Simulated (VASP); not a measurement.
All values below come from PBEsol GGA, VASP's PBE PAW potentials (set 64) (plane waves; VASP).

VASP ran on this input.

File POSCAR:
```
NiO
1.0
  3.9676965014   1.9740904097   1.9740904097
  1.9740904097   3.9676965014   1.9740904097
  1.9740904097   1.9740904097   3.9676965014
Ni O
2 2
direct
  0.0000000000   0.0000000000   0.0000000000
  0.5000000000   0.5000000000   0.5000000000
  0.2500000000   0.2500000000   0.2500000000
  0.7500000000   0.7500000000   0.7500000000
```

File KPOINTS:
```
K-points
0
G
9 9 9
0 0 0
```

### INCAR
```
! general
SYSTEM  = NiO
PREC    = Accurate
ENCUT   = 620
LREAL   = .False.
LASPH   = .True.

! electronic loop
EDIFF   = 1E-6
NELM    = 100
ALGO    = Normal
LMAXMIX = 4

! smearing
ISMEAR  = 0
SIGMA   = 0.05

! functional
GGA     = PS

! spin
ISPIN   = 2
MAGMOM  = 1.3 -1.3 2*0.0

! ions
IBRION  = 2
NSW     = 40
ISIF    = 3
EDIFFG  = -0.02
PSTRESS = 300

! output
LWAVE   = .False.
LCHARG  = .False.
LORBIT  = 10
```

POTCAR, in this order: Ni O (PBE.64 set). Program: vasp_std.

Output of the run:

**OSZICAR**
```
       N       E                     dE             d eps       ncg     rms          rms(c)
DAV:   1     0.273265527409E+03    0.27327E+03   -0.17871E+04  7000   0.250E+03
DAV:   2     0.161175647359E+01   -0.27165E+03   -0.25492E+03  6972   0.447E+02
DAV:   3    -0.279151694977E+02   -0.29527E+02   -0.28064E+02  7812   0.166E+02
DAV:   4    -0.288278996439E+02   -0.91273E+00   -0.90676E+00  7612   0.305E+01
DAV:   5    -0.288528017913E+02   -0.24902E-01   -0.24892E-01  8260   0.478E+00    0.243E+01
DAV:   6    -0.259525652839E+02    0.29002E+01   -0.34831E+01 10172   0.106E+02    0.211E+01
DAV:   7    -0.249728923214E+02    0.97967E+00   -0.61520E+00  8904   0.692E+01    0.114E+01
DAV:   8    -0.250682877928E+02   -0.95395E-01   -0.14248E+00  7668   0.105E+01    0.692E+00
DAV:   9    -0.249983067469E+02    0.69981E-01   -0.96954E-02 11176   0.917E+00    0.103E+00
DAV:  10    -0.250049667241E+02   -0.66600E-02   -0.49873E-02  9720   0.269E+00    0.460E-01
DAV:  11    -0.250056658258E+02   -0.69910E-03   -0.30627E-03  8724   0.179E+00    0.113E-01
DAV:  12    -0.250057936188E+02   -0.12779E-03   -0.94928E-04  8876   0.353E-01    0.610E-02
DAV:  13    -0.250057814379E+02    0.12181E-04   -0.11073E-04 11052   0.179E-01    0.191E-02
DAV:  14    -0.250057812966E+02    0.14132E-06   -0.16311E-05  8392   0.687E-02    0.186E-02
DAV:  15    -0.250057809164E+02    0.38021E-06   -0.36711E-06  6008   0.388E-02
   1 F= -.19114789E+02 E0= -.19114789E+02  d E =-.191148E+02  mag=    -0.0000
```

**OUTCAR**
```
------------------------ aborting loop because EDIFF is reached ----------------------------------------
  FORCE on cell =-STRESS in cart. coord.  units (eV):
  Direction    XX          YY          ZZ          XY          YZ          ZX
  --------------------------------------------------------------------------------------
  Total        5.8653252      5.8653252      5.8653252     -0.0611444     -0.0611444     -0.0611444
  in kB      298.6929149    298.6929149    298.6929149     -3.1137892     -3.1137892     -3.1137892
  external PRESSURE =      -1.3070851 kB  Pullay stress =     300.0000000 kB
  volume of cell :       31.46
      direct lattice vectors                 reciprocal lattice vectors
     3.967696501  1.974090410  1.974090410     0.376511864 -0.125091739 -0.125091739
     1.974090410  3.967696501  1.974090410    -0.125091739  0.376511864 -0.125091739
     1.974090410  1.974090410  3.967696501    -0.125091739 -0.125091739  0.376511864
 POSITION                                       TOTAL-FORCE (eV/Angst)
 -----------------------------------------------------------------------------------
      0.00000      0.00000      0.00000        -0.000000      0.000000     -0.000000
      3.95794      3.95794      3.95794         0.000000      0.000000     -0.000000
      1.97897      1.97897      1.97897        -0.000000      0.000000      0.000000
      5.93691      5.93691      5.93691         0.000000     -0.000000      0.000000
 -----------------------------------------------------------------------------------
    total drift:                                0.000000     -0.000000     -0.000000
  FREE ENERGIE OF THE ION-ELECTRON SYSTEM (eV)
  ---------------------------------------------------
  free  energy   TOTEN  =       -25.0057809164 eV

  energy  without entropy=      -25.0057809164  energy(sigma->0) =      -25.00578092
  enthalpy is  TOTEN    =       -19.1147889388 eV   P V=        5.8909919776

 total charge

# of ion       s       p       d       tot
------------------------------------------
    1        0.389   0.540   8.409   9.339
    2        0.389   0.540   8.409   9.339
    3        1.556   3.467   0.000   5.022
    4        1.556   3.467   0.000   5.022
--------------------------------------------------
tot          3.890   8.014  16.819  28.723

 magnetization (x)

# of ion       s       p       d       tot
------------------------------------------
    1       -0.013  -0.018   1.212   1.182
    2        0.013   0.018  -1.212  -1.182
    3        0.000   0.000   0.000   0.000
    4        0.000   0.000   0.000   0.000
--------------------------------------------------
tot          0.000   0.000   0.000   0.000

 reached required accuracy - stopping structural energy minimisation
```
(Selected blocks of OUTCAR.)

The compound is NiO in the rock salt, AFM-II order structure. It was relaxed first under an external pressure of 30 GPa.
